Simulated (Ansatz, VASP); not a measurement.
# SrCaSO in two plane-wave programs, part 2 of 2

One calculation is typed for both programs; each brings its own data sets and cutoff. How far apart do they land? The cell is invented: As first built, before any earlier steps moved the atoms (in the runner's words): it takes the SrCaS2 structure with some of its atoms replaced by other elements, volume scaled by an estimate. It may not be a known or stable phase. The cell is taken from a series of VASP runs on this material, whose earlier steps may have relaxed, scaled or displaced it; both programs get it as it stands.

VASP 6.6.1 and Ansatz 0.2.0.

So far: The starting structure; VASP: zone-centre phonons, PBE with D4.

## (3) Ansatz: zone-centre phonons, PBE with D4

Level of this step: Ansatz beside VASP: Kohn-Sham DFT, plane waves, PBE with D4 (Ansatz).

Ansatz runs on its default PAW (the set named soft_2) files.

The same cell, functional, mesh and smearing now go to Ansatz, which takes its cutoff from its data sets.

input.yaml

```yaml
crystal:
  lattice:
    - [4.05569486, 0.0, 0.0]
    - [0.0, 5.18665066, 0.0]
    - [0.0, 0.0, 4.30204044]
  atoms:
    - { symbol: Sr, position: [0.0, 0.5, 0.990463721] }
    - { symbol: Ca, position: [0.5, 0.0, 0.650537091] }
    - { symbol: S, position: [0.5, 0.5, 0.475153345] }
    - { symbol: O, position: [0.0, 0.0, 0.890325843] }
hamiltonian:
  xc: pbe
  pseudopotentials: { kind: paw }
  dispersion: d4
kpoints:
  mp_grid: { grid: [5, 4, 5] }
scf:
  occupations: { method: fermi_dirac, width: 0.05 }
phonons:
  method: dfpt
  qpoints: [[0, 0, 0]]
```

Started as:

```bash
$ ansatz run input.yaml --threads 4 --pin off --max-ram 9216MiB --backend cpu --events-out ev --progress --plain --runs-dir out
```

Numbers of over 12 decimals in the logs are rounded to 6 here.

Log:

```text
zone centre: on kpoints.mp_grid the ground state, and the responses unless they are solved on pairs of k-points, stand on 27 of the mesh's 100 k-points, reduced under 4 symmetry operations, with k and −k counted as one. Each operation leaves every solved displacement unchanged or reverses it
Engine: ansatz 0.2.0, aarch64-unknown-linux-gnu
Pseudopotentials: kind: paw
Pseudopotential: Sr, paw, valence charge 10, recommended cutoff 420 eV (normal), Sr.paw.azcp
Pseudopotential: Ca, paw, valence charge 10, recommended cutoff 420 eV (normal), Ca.paw.azcp
Pseudopotential: S, paw, valence charge 6, recommended cutoff 420 eV (normal), S.paw.azcp
Pseudopotential: O, paw, valence charge 6, recommended cutoff 420 eV (normal), O.paw.azcp
Functional definition: PBE
  parameter kappa = 0.804
  parameter beta = 0.066725
  exchange = pbe_x(kappa = kappa, mu = beta*pi^2/3)
  correlation = pbe_c(beta = beta)
Crystal: 4 atoms, lattice volume = 90.495 Å³
Basis set: ecut = 420 eV, 1755 PW (Γ), exchange–correlation on 60×72×60 points (8 copies of the dense FFT grid, shifted against one another)
Bands: 20, of which v1, the nominal top of the filled ones, is band 16 counted from 1 (15 counted from 0)
Symmetry: 4 space group operations
k-points: 27 of 100 (time reversal used)
Non-local potential: Sr, projectors of the file, l = 0: 3, l = 1: 2, l = 2: 2
Non-local potential: Ca, projectors of the file, l = 0: 3, l = 1: 2, l = 2: 2
Non-local potential: S, projectors of the file, l = 0: 2, l = 1: 2, l = 2: 2
Non-local potential: O, projectors of the file, l = 0: 2, l = 1: 2, l = 2: 1
PAW form: soft (Blöchl's): semilocal exchange-correlation on the pseudo side does not see the compensation charge
PAW one-centre angular grid: Sr, 110 points (default); XC on 64 Gauss nodes
PAW one-centre angular grid: Ca, 110 points (default); XC on 64 Gauss nodes
PAW one-centre angular grid: S, 110 points (default); XC on 64 Gauss nodes
PAW one-centre angular grid: O, 110 points (default); XC on 64 Gauss nodes
Initial density: superposition of atomic densities (neutral atoms: chi_scale 0, normalization atom), corrected by the library's trained network
Initial wavefunctions: pseudopotential atomic-orbital guess
Functional: x = pbe(κ = 0.804, μ = 0.219515), c = pbe(β = 0.066725)
SCF iter   1: F=—  HF=-6837.999092 eV  |F-HF|=—  |Δ(HF+E_count)|=         —  Δρ=1.37e-3  dr2=1.64e-3  ethr=1.77e-3  ⟨swp⟩=8.4  Hψ=3422  notcnv=0
preconditioner: auto → Resta (q_TF=auto, 2.294 Å⁻¹)  ε∞=3.0  [insulator: Δε(μ)=2.881 eV  Ē_g=14.697 eV  σ=0.050 eV  W_gap=1.00  n_scr=18 (ndim 8)  ℏωp=20.7 eV  f_vac=0.028  D(μ)=0.00/eV (n_scr^D=0)  ε∞_Penn≈3.0]
SCF iter   2: F=—  HF=-6838.001458 eV  |F-HF|=—  |Δ(HF+E_count)|=   2.37e-3  Δρ=1.01e-3  dr2=9.56e-4  ethr=5.13e-6  ⟨swp⟩=3.0  Hψ=1373  notcnv=0
SCF iter   3: F=—  HF=-6838.001483 eV  |F-HF|=—  |Δ(HF+E_count)|=   2.48e-5  Δρ=6.00e-4  dr2=3.28e-4  ethr=2.99e-6  ⟨swp⟩=2.0  Hψ=755  notcnv=0
SCF iter   4: F=—  HF=-6838.001520 eV  |F-HF|=—  |Δ(HF+E_count)|=   3.72e-5  Δρ=1.96e-4  dr2=3.54e-5  ethr=1.03e-6  ⟨swp⟩=2.0  Hψ=701  notcnv=0
SCF iter   5: F=—  HF=-6838.001521 eV  |F-HF|=—  |Δ(HF+E_count)|=   1.14e-6  Δρ=6.32e-5  dr2=6.21e-6  ethr=1.11e-7  ⟨swp⟩=2.0  Hψ=730  notcnv=0
SCF iter   6: F=—  HF=-6838.001532 eV  |F-HF|=—  |Δ(HF+E_count)|=   1.10e-5  Δρ=2.18e-5  dr2=6.80e-7  ethr=1.94e-8  ⟨swp⟩=2.0  Hψ=720  notcnv=0
SCF iter   7: F=—  HF=-6838.001534 eV  |F-HF|=—  |Δ(HF+E_count)|=   1.76e-6  Δρ=3.99e-6  dr2=2.82e-8  ethr=2.12e-9  ⟨swp⟩=2.1  Hψ=726  notcnv=0
SCF iter   8: F=—  HF=-6838.001534 eV  |F-HF|=—  |Δ(HF+E_count)|=   3.73e-8  Δρ=1.27e-6  dr2=2.32e-9  ethr=8.81e-11  ⟨swp⟩=2.6  Hψ=874  notcnv=0
SCF iter   9: F=—  HF=-6838.001534 eV  |F-HF|=—  |Δ(HF+E_count)|=  7.87e-10  Δρ=5.04e-7  dr2=3.16e-10  ethr=7.25e-12  ⟨swp⟩=2.8  Hψ=941  notcnv=0
SCF iter  10: F=-6838.001534 eV  HF=-6838.001534 eV  |F-HF|=9.09e-13  |Δ(HF+E_count)|=  2.00e-11  Δρ=6.45e-8  dr2=4.11e-12  ethr=1.00e-12  ⟨swp⟩=5.2  Hψ=3055  notcnv=0
SCF 1 converged in 10 iterations: F = -6838.001534 eV  dr2 = 4.11e-12
  greatest PAW one-centre occupation: 0.995 electrons in one spin orbital (limit 2), on the Ca atom at site 1 (counted from 0), in its partial waves of l = 0
DFPT response loops at Γ: preconditioner auto → Resta (q_TF=auto, 2.294 Å⁻¹)  ε∞=4.6 (no band partly filled); β = 1.00, the filter's whole step (`scf.mixing.beta` (0.50) is not read by the response loops at its default; to damp them type it under 1.00, their step now; it binds the ground state too); Broyden in place of MSR1
SCF converged after 10 iterations
Free energy (F): -6838.001534 eV
Harris-Foulkes:  -6838.001534 eV  (|F-HF|=9.09e-13)
Internal energy: -6838.001534 eV  (E = F + TS)
E sigma→0 (E₀):  -6838.001534 eV
Fermi energy:    6.955278 eV
--- Per-component energies (eV) ---
  E_band       = -237.601855
  E_kinetic    = 808.821316
  E_local      = -1944.069558  (includes V_loc(G=0)·N_el)
  E_nonlocal   = 341.973412
  E_hartree    = 610.122432
  E_xc         = -484.917059
  E_vxc        = -519.290094  (∫ρ·V_xc dr)
  E_paw        = -4310.972887  (= ΣΔE_a)
  E_vpaw       = -145.284171  (= ΣTr[D̂ρ^β])
  E_aug_tail   = 0.002385  (compensation charges beyond the density's cutoff)
  E_ewald      = -1858.277276
  E_disp       = -0.684298  (pairwise vdW)
  E_smearing   = -0.000000  (= −TS)
  E_closure    = -0.000000  (closes the sum)
  Σ components = -6838.001534   (vs F -6838.001534, Δ=0.00e0)
--- Band table (eV; the first three rows and the last of 27) ---
  k-point 0: bands = [... 12 lower, 4.9242, 5.1111, 5.3145, 5.3428, 8.3535, 8.8636, 10.3928, 11.3927]
  k-point 1: bands = [... 12 lower, 4.8181, 4.8659, 5.0372, 5.3007, 9.1491, 9.5592, 10.5591, 11.2237]
  k-point 2: bands = [... 12 lower, 4.5512, 4.5639, 4.8814, 5.2340, 10.7067, 10.9088, 11.0411, 11.0758]
  k-point 26: bands = [... 12 lower, 4.2556, 4.5721, 4.7244, 5.0390, 9.4236, 10.1917, 10.9190, 11.8692]
--- Phonons (Γ-DFPT): 12 representative perturbations + reference, on 27 of 100 k-points (Σ response iterations 37) ---
  k mesh reduced under 4 symmetry operations, with k and −k counted as one. Each operation leaves every solved displacement unchanged or reverses it
  ASR residual: 1.641e-4 → 0.000e0 eV/Å²; symmetrization residual: 1.814e-6 eV/Å²
  pairwise dispersion correction: d4 (s6 = 1.0, s8 = 0.95948085, s9 = 1.0, a1 = 0.38574991, a2_bohr = 4.80688534), with the weights of each atom's references fixed at the reference crystal's, and the forces and stress that the weights' published response gives there kept as a pressure on the atom's counted neighbours (hamiltonian.dispersion)
  ASR residual per site (eV/Å²): 1.64e-4 4.92e-5 6.67e-5 3.54e-5
  Γ frequencies (cm⁻¹): 0.00 0.00 0.00 104.55 132.01 142.58 216.14 221.71 239.17 276.65 308.91 325.91
  non-analytic LO–TO correction: not included (Born effective charges unavailable; polar crystals: no LO–TO splitting at Γ)
--- Phonons (arbitrary-q DFPT): 1 explicit q-point ---
  q = [0, 0, 0] (of the zone-centre solve; hermiticity 3.73e-7, symmetrization 1.16e-14): -0.00 -0.00 0.00 104.55 132.01 142.58 216.14 221.71 239.17 276.65 308.91 325.91
  sum rule: each row above includes the acoustic sum rule's correction from the zone centre's row sums; it moved no ω² by more than (0.78 cm⁻¹)²
```

It took 17 s on 4 threads of Arm Neoverse V1, shared host; peak memory 0.52 GiB.

The column dr2 measures how far the density is from self-consistency, as an energy; F and HF (Harris–Foulkes) agree once it is small.

## (4) Comparison

Known differences besides the potentials themselves: the cutoff is 420 eV in Ansatz and 520 eV in VASP; VASP leaves aspherical gradient terms in its spheres out (LASPH is not set), Ansatz keeps them; Ansatz takes the dispersion share of the force constants at frozen C6 weights, VASP differentiates the full forces; VASP uses finite displacements, Ansatz perturbation theory. Total energies have different zeros and are not compared.

Compared:

```tsv
quantity	Ansatz	VASP	difference
optical mode 1 (cm⁻¹)	104.5	112.5	-7.10 %
optical mode 2 (cm⁻¹)	132.0	132.2	-0.15 %
optical mode 3 (cm⁻¹)	142.6	142.2	+0.30 %
optical mode 4 (cm⁻¹)	216.1	217.8	-0.75 %
optical mode 5 (cm⁻¹)	221.7	223.8	-0.92 %
optical mode 6 (cm⁻¹)	239.2	240.7	-0.62 %
optical mode 7 (cm⁻¹)	276.6	278.3	-0.59 %
optical mode 8 (cm⁻¹)	308.9	318.6	-3.05 %
optical mode 9 (cm⁻¹)	325.9	328.1	-0.66 %
```

Modes are paired by rising frequency and degeneracy, not by their patterns, so a pair may still set unlike modes beside each other.

## (5) Summary of results

| Quantity | Value |
| --- | --- |
| r.m.s. difference of the optical zone-centre modes, each program's sorted by frequency (zone-centre phonons, PBE with D4) | 4.4 cm⁻¹ |
| difference in optical mode 1 (zone-centre phonons, PBE with D4) | -7.1 % |

**Reading.** The r.m.s. difference of the optical zone-centre modes, each program's sorted by frequency is 4.4 cm⁻¹ (zone-centre phonons, PBE with D4). Among the rows given in per cent, the largest difference of the zone-centre phonons, PBE with D4 pair is in optical mode 1, -7.1 %. Such differences can come from data sets, numerical settings and the points named under the comparisons, not from the functional's error against experiment.

[Lines on the potential files, build, host, timing and source positions are cut from VASP's logs without a mark.]

[Logs are printed without paths, hosts, clocks, repeated set-up lines and the standing remarks that a program may print on its own settings, such as how far it seeks lower states.]

[Hosts, paths, dates, database ids (printed as entryN), source tags and the programs' standing remarks are cut or masked in the printed files.]
